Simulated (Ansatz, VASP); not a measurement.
## MgPb2N2 in VASP and in Ansatz

INCAR

```
SYSTEM = MgPb2N2
PREC = Accurate
ENCUT = 520
EDIFF = 1E-7
ISMEAR = 0
SIGMA = 0.05
LREAL = .FALSE.
LASPH = .TRUE.
NELM = 100
ALGO = Normal
ISIF = 2
LWAVE = .FALSE.
LCHARG = .FALSE.
NBANDS = 28
```

File KPOINTS:

```
Automatic mesh
0
G
  9 9 4
  0 0 0
```

POSCAR

```
MgPb2N2
1.0
    3.2899918856      0.0000000000      0.0000000000
   -1.6449959428      2.8492165512      0.0000000000
    0.0000000000      0.0000000000      9.2349600287
Mg Pb N
1 2 2
Direct
    0.0000000000      0.0000000000      0.0000000000
    0.6666666667      0.3333333333      0.2865500000
    0.3333333333      0.6666666667      0.7134500000
    0.6666666667      0.3333333333      0.8618210000
    0.3333333333      0.6666666667      0.1381790000
```

Input for Ansatz:

```yaml
crystal:
  lattice:
    - [3.2899918856, 0.0, 0.0]
    - [-1.6449959428, 2.8492165512, 0.0]
    - [0.0, 0.0, 9.2349600287]
  atoms:
    - { symbol: Mg, position: [0.0, 0.0, 0.0] }
    - { symbol: Pb, position: [0.6666666667, 0.3333333333, 0.28655] }
    - { symbol: Pb, position: [0.3333333333, 0.6666666667, 0.71345] }
    - { symbol: "N", position: [0.6666666667, 0.3333333333, 0.861821] }
    - { symbol: "N", position: [0.3333333333, 0.6666666667, 0.138179] }
basis:
  ecutwfc: 420
kpoints:
  mp_grid: { grid: [9, 9, 4] }
hamiltonian:
  xc: lda
scf:
  occupations: { method: gaussian, width: 0.05 }
output:
  forces: true
  stress: true
  eigenvalues: true
```

Change from the starting cell: strain -0.030 along x and y, +0.000 along z, atoms carried along.

Alike in both runs: task single point; functional LDA; k mesh 9 × 9 × 4; occupations gaussian, width 0.05 eV; no spin polarisation.

```csv
,VASP,Ansatz
version,VASP 6.6.1,Ansatz 0.2.0
potentials or method,"VASP PAW LDA potentials, release 64 (Mg, Pb_d, N)","scalar-relativistic, plane waves, PAW"
plane-wave cutoff (eV),520,420
valence electrons in the cell,40,48
```

```tsv
	VASP	Ansatz	Ansatz less VASP
gap on the k mesh at the Fermi level (eV)	0.87	0.87	+0.005
least direct gap on the mesh (eV)	1.13	1.13	-0.006
pressure (GPa)	-1.2	-0.9	+0.25
largest component of the traceless stress (GPa)	2.21	2.26	+0.052
rms of the force components (eV/Å)	0.083	0.095	+0.0122
```

Atom by atom the forces differ by 0.023 eV/Å (rms over components). The two sets of potentials don't hold the same shells in valence.

Caveats: spin-orbit coupling is left out, which as a rule narrows the gap of such compounds by several tenths of an eV; an odd mesh through Γ misses points on the zone boundary, where band edges often lie.
